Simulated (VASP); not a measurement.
Here is the system:

```xyz
4
Lattice="5.0200 0.0000 0.0000 0.0000 5.0200 0.0000 0.0000 0.0000 21.5300" Properties=species:S:1:pos:R:3 pbc="T T T"
Ba     0.0018    -0.0904     9.4945
Ba     2.4514     2.6480     7.0306
Ba    -0.0646     0.0155    14.4870
Ba     2.6314     2.4469    12.0479
```

Level of theory: revPBE GGA, VASP's PBE PAW potentials (set 64) (plane waves; VASP). Run with 300 eV cut-off, 9×9×1 Γ-centred mesh, Gaussian smearing of 0.050 eV, potentials Ba_sv.

The cell holds a wide vacuum, so values per volume refer to the whole cell. Unless said otherwise, spin-orbit coupling is left out, though it shifts the bands of the heavy elements here.

**Question.** Estimate the energy per atom (σ→0), largest force, band gap (on the k-mesh) with the smallest direct gap where there is one.

**Answer.** 
```
Quantity                                                     Value
------------------------  ----------------------------------------
band gap (on the k-mesh)  none (metal, semimetal or under 0.01 eV)
energy per atom (σ→0)                               -1.472 eV/atom
largest force                                           0.377 eV/Å
```

Total energies compare only between runs with the same potentials, cut-off and functional.

The cell is a sheet with vacuum, built from a generated structure.
